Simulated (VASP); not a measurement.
# ZrN (relaxed from the NiAs type structure, space group P6_3/mmc): computed properties

All values below come from PBEsol GGA, VASP's PBE PAW potentials (set 64) (plane waves; VASP).

```json
{
  "space_group": "P6_3/mmc (194)",
  "cell": "a = b = 3.1674 Å, c = 5.6505 Å, α = β = 90.00°, γ = 120.00°",
  "volume_per_atom": "12.27 Å³/atom",
  "band gap (over mesh and band path)": "none (metal, semimetal or under 0.01 eV)",
  "density": "7.12 g/cm³"
}
```

Space group P6₃/mmc (No. 194); a = b = 3.1674 Å, c = 5.6505 Å, α = β = 90.00°, γ = 120.00°

```csv
atom,site,symmetry,x,y,z
Zr,2a,-3m.,0.0000,0.0000,0.0000
N,2c,-6m2,0.3333,0.6667,0.2500
```

The structure was generated: ZrN was put into the NiAs type type (P6_3/mmc), which need not be its known phase. It was relaxed first, which changed the volume by -32 %. Symmetry was kept, so distortions that lower it aren't found.
